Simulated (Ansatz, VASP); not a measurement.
**Cross-check of W2N between VASP and Ansatz**

One calculation is typed for both programs; each brings its own data sets. How far apart do they land? The cell is taken from a series of runs on this material, whose earlier steps may have relaxed, scaled, displaced or heated it; both programs get it as it stands.

Main program and level: Ansatz 0.2.0; plane waves, with VASP 6.6.1 beside it; zone-centre phonons at PBE.

### Step 1. The structure

The cell holds 3 atoms: 1 N and 2 W. Cell: a = 2.780 Å, b = 2.801 Å, c = 29.624 Å, α = 90.0°, β = 90.0°, γ = 119.8°. Vacuum lies along c.

Structure file:

```xyz
3
Lattice="2.7797 0.0000 0.0000 -1.3898 2.4313 0.0000 0.0000 0.0000 29.6237" Properties=species:S:1:pos:R:3
N     0.0000    0.0000   10.0000
W     0.0000    1.6161   11.4448
W     1.3898    0.8153    8.5552
```

### Step 2. VASP: zone-centre phonons, PBE

Second derivatives magnify differences that forces hide, and they need a tight electronic threshold.

Lines of VASP's logs that name or quote its potential files are left out, and so is its time.

File INCAR:

```
SYSTEM = W2N
PREC = Accurate
ENCUT = 600
EDIFF = 1E-08
NELM = 120
ISMEAR = 1
SIGMA = 0.2
LREAL = .FALSE.
ALGO = Normal
GGA = PE
NBANDS = 14
LASPH = .TRUE.
LORBIT = 11
LWAVE = .FALSE.
LCHARG = .FALSE.
ISIF = 2
IBRION = 8
GGA_COMPAT = .FALSE.
NELMDL = -8
KPAR = 2
```

File POSCAR:

```
W2N
1.0
    2.7796736243      0.0000000000      0.0000000000
   -1.3898368121      2.4313406526      0.0000000000
    0.0000000000      0.0000000000     29.6237063742
N W
1 2
Direct
    0.0000000000      0.0000000000      0.3375674831
    0.3323399376      0.6646798751      0.3863384411
    0.6676600624      0.3353201249      0.2887965251
```

File KPOINTS:

```
Automatic mesh
0
Gamma
18 18 1
0 0 0
```

The projector-augmented-wave data sets are N and W (PBE family, release 64).

The run is started by

```
> mpirun -np 2 vasp_std
```

Numbers of over 12 decimals in the logs are rounded to 6 here.

Output:

```text
[banner, memory and clock lines left out]
running    2 mpi-ranks, on    1 nodes
 distrk:  each k-point on    1 cores,    2 groups
 distr:  one band on    1 cores,    1 groups

 POSCAR found type information on POSCAR N W
 POSCAR found :  2 types and       3 ions
 LDA part: xc-table for (Slater+PW92), standard interpolation
 POSCAR, INCAR and KPOINTS ok, starting setup
 FFT: planning ... GRIDC
 FFT: planning ... GRID_SOFT
 FFT: planning ... GRID
 WAVECAR not read
 entering main loop
       N       E                     dE             d eps       ncg     rms          rms(c)
DAV:   1     0.128012126614E+03    0.12801E+03   -0.59375E+03  2548   0.957E+02
DAV:   2    -0.173454857811E+02   -0.14536E+03   -0.13719E+03  4508   0.196E+02
DAV:   3    -0.345261461458E+02   -0.17181E+02   -0.16758E+02  3608   0.827E+01
DAV:   4    -0.351141020383E+02   -0.58796E+00   -0.57830E+00  3592   0.176E+01
DAV:   5    -0.351314302929E+02   -0.17328E-01   -0.17280E-01  3708   0.248E+00
DAV:   6    -0.351320643287E+02   -0.63404E-03   -0.63383E-03  3808   0.387E-01
DAV:   7    -0.351320729421E+02   -0.86135E-05   -0.86131E-05  3766   0.417E-02
DAV:   8    -0.351320731490E+02   -0.20684E-06   -0.20662E-06  3712   0.506E-03    0.325E+01
DAV:   9    -0.319725633810E+02    0.31595E+01   -0.14809E+01  3730   0.277E+01    0.128E+01
DAV:  10    -0.316038583447E+02    0.36871E+00   -0.25017E+00  3492   0.130E+01    0.732E+00
DAV:  11    -0.315005976201E+02    0.10326E+00   -0.50914E-01  3604   0.588E+00    0.104E+00
DAV:  12    -0.314917741221E+02    0.88235E-02   -0.43253E-02  3266   0.162E+00    0.613E-01
DAV:  13    -0.314910664704E+02    0.70765E-03   -0.40291E-03  3504   0.462E-01    0.782E-02
DAV:  14    -0.314909291821E+02    0.13729E-03   -0.29151E-04  3384   0.144E-01    0.366E-02
[...]
DAV:  22    -0.314910152064E+02   -0.57683E-05   -0.25591E-07  2888   0.142E-03    0.259E-04
DAV:  23    -0.314910181503E+02   -0.29439E-05   -0.70003E-08  2564   0.621E-04    0.117E-04
DAV:  24    -0.314910196041E+02   -0.14538E-05   -0.42217E-08  2524   0.465E-04    0.881E-05
DAV:  25    -0.314910200388E+02   -0.43466E-06   -0.68975E-09  2258   0.251E-04    0.682E-05
DAV:  26    -0.314910201842E+02   -0.14545E-06   -0.21137E-09  1942   0.141E-04    0.678E-05
DAV:  27    -0.314910202110E+02   -0.26805E-07   -0.32915E-10  1574   0.855E-05    0.167E-05
DAV:  28    -0.314910202312E+02   -0.20213E-07   -0.26108E-10  1640   0.533E-05    0.952E-06
DAV:  29    -0.314910202373E+02   -0.60763E-08   -0.44312E-11  1436   0.287E-05
   1 F= -.31491020E+02 E0= -.31491431E+02  d E =0.123105E-02
 Linear response reoptimize wavefunctions to high precision
DAV:   1    -0.314910202394E+02   -0.20764E-08    0.44639E-12  1982   0.176E-05
DAV:   2    -0.314910202394E+02    0.31832E-10    0.20916E-11  1418   0.633E-06
 Linear response DOF=           6
 Linear response progress:
  Degree of freedom:   1/  6
       N       E                     dE             d eps       ncg     rms          rms(c)
RMM:   1    -0.224221198383E+00   -0.22422E+00    0.19567E-01  5718   0.316E+00
RMM:   2    -0.225058245672E+00   -0.83705E-03   -0.99574E-03  4121   0.682E-01    0.249E-01
RMM:   3    -0.226214334279E+00   -0.11561E-02   -0.12741E-03  4248   0.205E-01    0.136E-01
RMM:   4    -0.227863351939E+00   -0.16490E-02   -0.54905E-04  3919   0.152E-01    0.267E-02
RMM:   5    -0.227820277156E+00    0.43075E-04   -0.38817E-05  4598   0.405E-02    0.419E-03
RMM:   6    -0.227765924934E+00    0.54352E-04   -0.25806E-06  4543   0.864E-03    0.922E-04
RMM:   7    -0.227754883510E+00    0.11041E-04   -0.18820E-07  4678   0.182E-03    0.357E-04
RMM:   8    -0.227754950559E+00   -0.67048E-07   -0.74496E-09  4780   0.495E-04    0.941E-05
RMM:   9    -0.227755146598E+00   -0.19604E-06    0.50816E-08  4826   0.163E-04    0.263E-05
RMM:  10    -0.227755018825E+00    0.12777E-06   -0.20063E-09  4927   0.697E-05    0.103E-05
RMM:  11    -0.227754997289E+00    0.21536E-07   -0.23623E-09  4687   0.442E-05    0.400E-06
RMM:  12    -0.227755054160E+00   -0.56870E-07   -0.28412E-08  4785   0.334E-05    0.754E-07
RMM:  13    -0.227755055473E+00   -0.13137E-08   -0.98119E-10  4559   0.275E-05    0.419E-07
 first order change of Fermi-energy  -0.24965E-03
 force on displaced ion       1 direction 1 :  -4.748   0.000   0.000
 Linear response progress:
  Degree of freedom:   2/  6
       N       E                     dE             d eps       ncg     rms          rms(c)
RMM:   1    -0.224793621401E+00   -0.22479E+00    0.19421E-01  5804   0.317E+00
RMM:   2    -0.225139364796E+00   -0.34574E-03   -0.10013E-02  4117   0.687E-01    0.250E-01
RMM:   3    -0.226275921165E+00   -0.11366E-02   -0.12946E-03  4220   0.207E-01    0.137E-01
RMM:   4    -0.227912991600E+00   -0.16371E-02   -0.55974E-04  3938   0.153E-01    0.267E-02
RMM:   5    -0.227867197621E+00    0.45794E-04   -0.40219E-05  4595   0.410E-02    0.902E-03
RMM:   6    -0.227840762232E+00    0.26435E-04   -0.74377E-06  4455   0.132E-02    0.879E-03
RMM:   7    -0.227804115588E+00    0.36647E-04   -0.15971E-06  4158   0.714E-03    0.895E-04
RMM:   8    -0.227795979286E+00    0.81363E-05   -0.14367E-07  4688   0.166E-03    0.373E-04
RMM:   9    -0.227796140760E+00   -0.16147E-06   -0.21394E-07  4772   0.423E-04    0.118E-04
RMM:  10    -0.227795803534E+00    0.33723E-06   -0.79478E-08  4805   0.169E-04    0.308E-05
RMM:  11    -0.227795837895E+00   -0.34361E-07   -0.28311E-08  5031   0.797E-05    0.110E-05
RMM:  12    -0.227795844259E+00   -0.63639E-08    0.88892E-09  4815   0.539E-05    0.441E-06
 first order change of Fermi-energy  -0.51345E-02
 force on displaced ion       1 direction 2 :  -0.000  -4.792   0.062
 Linear response progress:
  Degree of freedom:   3/  6
       N       E                     dE             d eps       ncg     rms          rms(c)
RMM:   1    -0.271827488769E+00   -0.27183E+00    0.30281E-01  5546   0.336E+00
RMM:   2    -0.273612701865E+00   -0.17852E-02   -0.90723E-03  4209   0.725E-01    0.645E-01
RMM:   3    -0.274329237156E+00   -0.71654E-03   -0.18487E-03  4265   0.253E-01    0.397E-01
RMM:   4    -0.279166211142E+00   -0.48370E-02   -0.23489E-03  4536   0.233E-01    0.248E-01
RMM:   5    -0.276101945923E+00    0.30643E-02   -0.13432E-03  4492   0.174E-01    0.364E-02
RMM:   6    -0.275817179569E+00    0.28477E-03   -0.93496E-05  4058   0.568E-02    0.735E-03
RMM:   7    -0.275762057052E+00    0.55123E-04   -0.11254E-05  4695   0.144E-02    0.313E-03
RMM:   8    -0.275748631237E+00    0.13426E-04   -0.84785E-07  4622   0.331E-03    0.893E-04
RMM:   9    -0.275744669506E+00    0.39617E-05    0.27648E-07  4642   0.114E-03    0.264E-04
RMM:  10    -0.275746490392E+00   -0.18209E-05   -0.50491E-07  4365   0.677E-04    0.151E-04
RMM:  11    -0.275746154242E+00    0.33615E-06   -0.17158E-07  4496   0.519E-04    0.106E-04
RMM:  12    -0.275746090536E+00    0.63707E-07    0.16153E-08  4681   0.323E-04    0.517E-05
RMM:  13    -0.275746109337E+00   -0.18801E-07   -0.10255E-09  4696   0.209E-04    0.295E-05
RMM:  14    -0.275745994571E+00    0.11477E-06   -0.35300E-08  4728   0.162E-04    0.222E-05
RMM:  15    -0.275745975435E+00    0.19136E-07    0.89732E-08  4791   0.184E-04    0.118E-05
RMM:  16    -0.275745999383E+00   -0.23948E-07   -0.38010E-09  4654   0.787E-05    0.632E-06
RMM:  17    -0.275746017458E+00   -0.18075E-07   -0.90902E-09  4506   0.665E-05    0.311E-06
RMM:  18    -0.275746012427E+00    0.50307E-08    0.20970E-09  4180   0.503E-05    0.697E-07
 first order change of Fermi-energy   0.12725E-02
 force on displaced ion       1 direction 3 :   0.000   0.062 -17.529
 Linear response progress:
  Degree of freedom:   4/  6
       N       E                     dE             d eps       ncg     rms          rms(c)
RMM:   1    -0.109882973017E+00   -0.10988E+00   -0.98750E-02  7655   0.202E+00
RMM:   2    -0.107132219201E+00    0.27508E-02   -0.41224E-03  7056   0.421E-01    0.197E-01
RMM:   3    -0.106035471861E+00    0.10967E-02   -0.61508E-04  7500   0.134E-01    0.116E-01
RMM:   4    -0.105413738833E+00    0.62173E-03   -0.65206E-04  7424   0.154E-01    0.191E-02
RMM:   5    -0.105429551543E+00   -0.15813E-04   -0.36375E-05  8420   0.223E-02    0.865E-03
RMM:   6    -0.105427568535E+00    0.19830E-05   -0.42860E-06  8143   0.877E-03    0.355E-03
RMM:   7    -0.105427475627E+00    0.92908E-07   -0.45293E-07  8129   0.305E-03    0.882E-04
RMM:   8    -0.105426301312E+00    0.11743E-05   -0.16543E-08  8782   0.119E-03    0.179E-04
RMM:   9    -0.105426004820E+00    0.29649E-06   -0.65776E-08  8869   0.319E-04    0.790E-05
RMM:  10    -0.105425871650E+00    0.13317E-06   -0.39581E-08  8754   0.150E-04    0.182E-05
RMM:  11    -0.105425873478E+00   -0.18285E-08   -0.35161E-08  9186   0.717E-05    0.657E-06
 first order change of Fermi-energy  -0.43487E-03
 force on displaced ion       2 direction 1 :  -3.984   0.016  -0.006
 Linear response progress:
  Degree of freedom:   5/  6
       N       E                     dE             d eps       ncg     rms          rms(c)
RMM:   1    -0.109749698708E+00   -0.10975E+00   -0.98565E-02  4273   0.202E+00
RMM:   2    -0.107000749622E+00    0.27489E-02   -0.42143E-03  3905   0.424E-01    0.196E-01
RMM:   3    -0.105933946284E+00    0.10668E-02   -0.61190E-04  4168   0.133E-01    0.116E-01
RMM:   4    -0.105332412964E+00    0.60153E-03   -0.63630E-04  4132   0.152E-01    0.244E-02
RMM:   5    -0.105353869746E+00   -0.21457E-04   -0.54013E-05  4577   0.314E-02    0.262E-02
RMM:   6    -0.105336309499E+00    0.17560E-04   -0.12306E-05  4281   0.172E-02    0.200E-03
RMM:   7    -0.105337296674E+00   -0.98718E-06   -0.12516E-06  4706   0.404E-03    0.813E-04
RMM:   8    -0.105336420762E+00    0.87591E-06   -0.80428E-08  4731   0.105E-03    0.355E-04
RMM:   9    -0.105335895965E+00    0.52480E-06   -0.26356E-07  4664   0.447E-04    0.774E-05
RMM:  10    -0.105335768246E+00    0.12772E-06    0.11067E-07  4931   0.172E-04    0.314E-05
RMM:  11    -0.105335732564E+00    0.35682E-07   -0.57477E-09  4761   0.932E-05    0.876E-06
RMM:  12    -0.105335744896E+00   -0.12332E-07   -0.42260E-09  4988   0.577E-05    0.383E-06
RMM:  13    -0.105335753486E+00   -0.85899E-08   -0.26427E-09  4623   0.478E-05    0.852E-07
 first order change of Fermi-energy   0.14931E-01
 force on displaced ion       2 direction 2 :  -0.000  -3.811   0.116
 Linear response progress:
  Degree of freedom:   6/  6
       N       E                     dE             d eps       ncg     rms          rms(c)
RMM:   1    -0.161310054954E+00   -0.16131E+00   -0.92270E-02  4460   0.198E+00
RMM:   2    -0.158069997183E+00    0.32401E-02   -0.50987E-03  3947   0.480E-01    0.511E-01
RMM:   3    -0.158031604381E+00    0.38393E-04   -0.57687E-04  4436   0.134E-01    0.301E-01
RMM:   4    -0.161558556209E+00   -0.35270E-02   -0.26498E-03  5152   0.232E-01    0.290E-01
RMM:   5    -0.158068891854E+00    0.34897E-02   -0.16069E-03  4967   0.176E-01    0.293E-02
RMM:   6    -0.158063997321E+00    0.48945E-05   -0.42017E-05  4502   0.374E-02    0.861E-03
RMM:   7    -0.158039080384E+00    0.24917E-04   -0.50203E-06  4613   0.134E-02    0.248E-03
RMM:   8    -0.158034350678E+00    0.47297E-05   -0.25874E-07  4666   0.370E-03    0.701E-04
RMM:   9    -0.158033021504E+00    0.13292E-05   -0.18257E-06  4756   0.111E-03    0.288E-04
RMM:  10    -0.158031638982E+00    0.13825E-05    0.23193E-07  4571   0.481E-04    0.831E-05
RMM:  11    -0.158031640312E+00   -0.13296E-08    0.28165E-08  4785   0.214E-04    0.604E-05
 first order change of Fermi-energy  -0.46897E+00
 force on displaced ion       2 direction 3 :   0.000   0.121 -11.437
 Linear response finished
```

OUTCAR, selected parts (step 2):

```text
ion  position               nearest neighbor table
   1  0.000  0.000  0.338-   2 2.16   3 2.16   2 2.16   3 2.16   2 2.17   3 2.17
   2  0.332  0.665  0.386-   1 2.16   1 2.16   1 2.17   3 3.30   3 3.30   3 3.32
   3  0.668  0.335  0.289-   1 2.16   1 2.16   1 2.17   2 3.30   2 3.30   2 3.32

  LATTYP: Found a base centered orthorhombic cell.
 ALAT       =     2.7796736243
 B/A-ratio  =     1.7493713156
 C/A-ratio  =    10.6572606637

 Subroutine GETGRP returns: Found  4 space group operations
 (whereof  2 operations were pure point group operations)

The static configuration has the point symmetry C_1h.
 The point group associated with its full space group is C_2h.

 Found     91 irreducible k-points:

   k-points           NKPTS =     91   k-points in BZ     NKDIM =     91   number of bands    NBANDS=     14

   dimension x,y,z NGX =    24 NGY =   24 NGZ =  240
   dimension x,y,z NGXF=    48 NGYF=   48 NGZF=  480

   ENCUT  =  600.0 eV  44.10 Ry    6.64 a.u.   5.55  5.59 59.17*2*pi/ulx,y,z

   NELECT =      17.0000    total number of electrons

 k-points in reciprocal lattice and weights: Automatic mesh
   0.00000000  0.00000000  0.00000000       0.003
   0.05555556 -0.00000000  0.00000000       0.012
   0.11111111 -0.00000000  0.00000000       0.012
   0.16666667  0.00000000  0.00000000       0.012
   0.22222222  0.00000000  0.00000000       0.012
   0.27777778  0.00000000  0.00000000       0.012
   0.33333333  0.00000000  0.00000000       0.012
   0.38888889  0.00000000  0.00000000       0.012
   0.44444444  0.00000000  0.00000000       0.012
[...]
0.11111111  0.44444444  0.00000000       0.006
   0.00000000  0.50000000  0.00000000       0.003

 average (electrostatic) potential at core
       1 -73.3596       2 -49.0168       3 -49.0168

  Total       -0.9510507     -1.5087459     -0.0850747     -0.0000000     -0.0020990     -0.0000000
  in kB       -7.6108863    -12.0739026     -0.6808192     -0.0000000     -0.0167978     -0.0000000
  external PRESSURE =      -6.7885360 kB  Pullay stress =       0.0000000 kB

  energy-cutoff  :      600.00
  volume of cell :      200.21
      direct lattice vectors                 reciprocal lattice vectors
     2.779673624  0.000000000  0.000000000     0.359754466  0.205647859  0.000000000
    -1.389836812  2.431340653  0.000000000     0.000000000  0.411295718  0.000000000
     0.000000000  0.000000000 29.623706374     0.000000000  0.000000000  0.033756748

 POSITION                                       TOTAL-FORCE (eV/Angst)
 -----------------------------------------------------------------------------------
      0.00000      0.00000     10.00000         0.000000      0.000000      0.000000
      0.00000      1.61606     11.44478        -0.000000     -0.000614     -0.017350
      1.38984      0.81528      8.55522         0.000000      0.000614      0.017350
 -----------------------------------------------------------------------------------
    total drift:                               -0.000000     -0.000000     -0.000005

 Eigenvectors and eigenvalues of the dynamical matrix
 ----------------------------------------------------

   1 f  =   17.822074 THz   111.979391 2PiTHz  594.480386 cm-1    73.706141 meV
             X         Y         Z           dx          dy          dz
      0.000000  0.000000 10.000000    -0.000000   -0.004705    0.981491
      0.000000  1.616063 11.444777     0.000000    0.000505   -0.135374
      1.389837  0.815277  8.555223     0.000000    0.000505   -0.135374

   2 f  =    9.316942 THz    58.540071 2PiTHz  310.779719 cm-1    38.531757 meV
             X         Y         Z           dx          dy          dz
      0.000000  0.000000 10.000000    -0.000000   -0.981562   -0.004564
      0.000000  1.616063 11.444777     0.000000    0.135115    0.001015
      1.389837  0.815277  8.555223     0.000000    0.135115    0.001015

   3 f  =    9.275489 THz    58.279619 2PiTHz  309.397023 cm-1    38.360325 meV
             X         Y         Z           dx          dy          dz
      0.000000  0.000000 10.000000    -0.981541    0.000000    0.000000
      0.000000  1.616063 11.444777     0.135237   -0.000000   -0.000000
      1.389837  0.815277  8.555223     0.135237   -0.000000   -0.000000

   4 f  =    4.332837 THz    27.224019 2PiTHz  144.527893 cm-1    17.919167 meV
             X         Y         Z           dx          dy          dz
      0.000000  0.000000 10.000000    -0.000000   -0.000000   -0.000000
      0.000000  1.616063 11.444777    -0.000000   -0.017703    0.706885
      1.389837  0.815277  8.555223     0.000000    0.017703   -0.706885

   5 f  =    2.728428 THz    17.143220 2PiTHz   91.010568 cm-1    11.283867 meV
             X         Y         Z           dx          dy          dz
      0.000000  0.000000 10.000000     0.000000   -0.000000   -0.000000
      0.000000  1.616063 11.444777    -0.707107   -0.000000   -0.000000
      1.389837  0.815277  8.555223     0.707107    0.000000    0.000000

   6 f  =    2.637421 THz    16.571402 2PiTHz   87.974881 cm-1    10.907490 meV
             X         Y         Z           dx          dy          dz
      0.000000  0.000000 10.000000    -0.000000   -0.000000   -0.000000
      0.000000  1.616063 11.444777    -0.000000    0.706885    0.017703
      1.389837  0.815277  8.555223     0.000000   -0.706885   -0.017703

   7 f/i=    0.001694 THz     0.010642 2PiTHz    0.056497 cm-1     0.007005 meV
             X         Y         Z           dx          dy          dz
      0.000000  0.000000 10.000000     0.000000    0.130840    0.140024
      0.000000  1.616063 11.444777     0.000000    0.473805    0.507095
      1.389837  0.815277  8.555223     0.000000    0.473805    0.507095

   8 f/i=    0.002531 THz     0.015906 2PiTHz    0.084441 cm-1     0.010469 meV
             X         Y         Z           dx          dy          dz
      0.000000  0.000000 10.000000     0.191254   -0.000000   -0.000000
      0.000000  1.616063 11.444777     0.694054   -0.000000   -0.000000
      1.389837  0.815277  8.555223     0.694054   -0.000000   -0.000000

   9 f/i=    0.007332 THz     0.046067 2PiTHz    0.244565 cm-1     0.030322 meV
             X         Y         Z           dx          dy          dz
      0.000000  0.000000 10.000000    -0.000000   -0.139262    0.130565
      0.000000  1.616063 11.444777    -0.000000   -0.507200    0.473843
      1.389837  0.815277  8.555223    -0.000000   -0.507200    0.473843

 ELASTIC MODULI CONTR FROM IONIC RELAXATION (kBar)
 Direction    XX          YY          ZZ          XY          YZ          ZX
 --------------------------------------------------------------------------------
 XX        -295.4423   -277.2677   -365.0136     -0.0000     33.5869      0.0000
 YY        -277.2677   -327.0462   -381.0174     -0.0000    -27.0133     -0.0000
 ZZ        -365.0136   -381.0174   -473.0973     -0.0000      7.8144      0.0000
 XY          -0.0000     -0.0000     -0.0000     -0.7935     -0.0000     10.2098
 YZ          33.5869    -27.0133      7.8144     -0.0000    -55.0822     -0.0000
 ZX           0.0000     -0.0000      0.0000     10.2098     -0.0000   -131.3600
 --------------------------------------------------------------------------------
```

This run has no spin polarisation, so a moment on W, if there is one, isn't seen. Its electron count is odd, so without a moment it is a metal by construction.

(Part 1 of 2 ends here.)

[Lines on the potential files, build, host, timing and source positions are cut from VASP's logs without a mark.]

[Logs are printed without paths, hosts, clocks, repeated set-up lines and the standing remarks that a program may print on its own settings, such as how far it seeks lower states.]

[Hosts, paths, dates, database ids (printed as entryN), source tags and the programs' standing remarks are cut or masked in the printed files.]
